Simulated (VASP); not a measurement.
VASP input:

KPOINTS:
```
Automatic mesh
0
Gamma
5 5 1
0 0 0.5
```

INCAR:
```
LMAXMIX  =  4
PREC  =  Accurate
ALGO  =  Normal
ISIF  =  2
NELM  =  100   ! most electronic steps
ISMEAR  =  0
SYSTEM  =  ZnS
SIGMA  =  0.01   ! width (eV)
LWAVE  =  .False.
ENCUT  =  300   ! plane-wave cut-off (eV)
LREAL  =  Auto   ! projection in real space or not
LASPH  =  .True.   ! aspherical one-centre terms
GGA  =  PE
LCHARG  =  .False.
EDIFF  =  1E-6   ! SCF stop (eV)
```

### POSCAR
```
ZnS
1
    3.8073200000     0.0000000000     0.0000000000
   -1.9036600000     3.2972360000     0.0000000000
    0.0000000000     0.0000000000    31.1424000000
Zn S
10 10
Direct
  0.6666670000   0.3333330000   0.2000000000
  0.3333330000   0.6666670000   0.7000000000
  0.0000000000   0.0000000000   0.8000000000
  0.0000000000   0.0000000000   0.3000000000
  0.6666670000   0.3333330000   0.9000000000
  0.3333330000   0.6666670000   0.4000000000
  0.3333330000   0.6666670000   0.1001000000
  0.6666670000   0.3333330000   0.6001000000
  0.0000000000   0.0000000000   0.0001000000
  0.0000000000   0.0000000000   0.5001000000
  0.6666670000   0.3333330000   0.2749000000
  0.3333330000   0.6666670000   0.7749000000
  0.0000000000   0.0000000000   0.0750000000
  0.0000000000   0.0000000000   0.5750000000
  0.6666670000   0.3333330000   0.6750000000
  0.3333330000   0.6666670000   0.1750000000
  0.0000000000   0.0000000000   0.8749000000
  0.0000000000   0.0000000000   0.3749000000
  0.3333330000   0.6666670000   0.4751000000
  0.6666670000   0.3333330000   0.9751000000
```

POTCAR, in this order: Zn S (PBE.64 set). Program: vasp_std.

Translate this PBE calculation to Ansatz.

One equivalent input (not run):
Ansatz 0.2 input:
```yaml
crystal:
  lattice:
    - [3.8073200, 0.0000000, 0.0000000]
    - [-1.9036600, 3.2972360, 0.0000000]
    - [0.0000000, 0.0000000, 31.1424000]
  atoms:
    - { symbol: Zn, position: [0.6666670, 0.3333330, 0.2000000] }
    - { symbol: Zn, position: [0.3333330, 0.6666670, 0.7000000] }
    - { symbol: Zn, position: [0.0000000, 0.0000000, 0.8000000] }
    - { symbol: Zn, position: [0.0000000, 0.0000000, 0.3000000] }
    - { symbol: Zn, position: [0.6666670, 0.3333330, 0.9000000] }
    - { symbol: Zn, position: [0.3333330, 0.6666670, 0.4000000] }
    - { symbol: Zn, position: [0.3333330, 0.6666670, 0.1001000] }
    - { symbol: Zn, position: [0.6666670, 0.3333330, 0.6001000] }
    - { symbol: Zn, position: [0.0000000, 0.0000000, 0.0001000] }
    - { symbol: Zn, position: [0.0000000, 0.0000000, 0.5001000] }
    - { symbol: S, position: [0.6666670, 0.3333330, 0.2749000] }
    - { symbol: S, position: [0.3333330, 0.6666670, 0.7749000] }
    - { symbol: S, position: [0.0000000, 0.0000000, 0.0750000] }
    - { symbol: S, position: [0.0000000, 0.0000000, 0.5750000] }
    - { symbol: S, position: [0.6666670, 0.3333330, 0.6750000] }
    - { symbol: S, position: [0.3333330, 0.6666670, 0.1750000] }
    - { symbol: S, position: [0.0000000, 0.0000000, 0.8749000] }
    - { symbol: S, position: [0.0000000, 0.0000000, 0.3749000] }
    - { symbol: S, position: [0.3333330, 0.6666670, 0.4751000] }
    - { symbol: S, position: [0.6666670, 0.3333330, 0.9751000] }
kpoints:
  mp_grid: { grid: [5, 5, 1], shift: [0.0, 0.0, 0.5] }
hamiltonian:
  xc: pbe
  pseudopotentials: { kind: paw }
scf:
  occupations: { method: gaussian, width: 0.01 }
  max_iter: 100
output: { forces: true, stress: true, eigenvalues: true }
```
Limits of the translation: each code has its own PAW files, so the cut-off isn't converted (ENCUT is set for VASP's; basis.ecutwfc is left out, and Ansatz then takes the one that its files recommend); Ansatz stops its SCF on the density residual and VASP on the energy change (EDIFF).

The structure comes from a computed database's ZnS entry; how it stands against other phases isn't given here. The cell was not relaxed at this level. The run is one of a series of settings (KPOINTS 5×5×1 Γ-centred mesh shifted by (0, 0, 0.5) against the base run), some of them coarse on purpose.
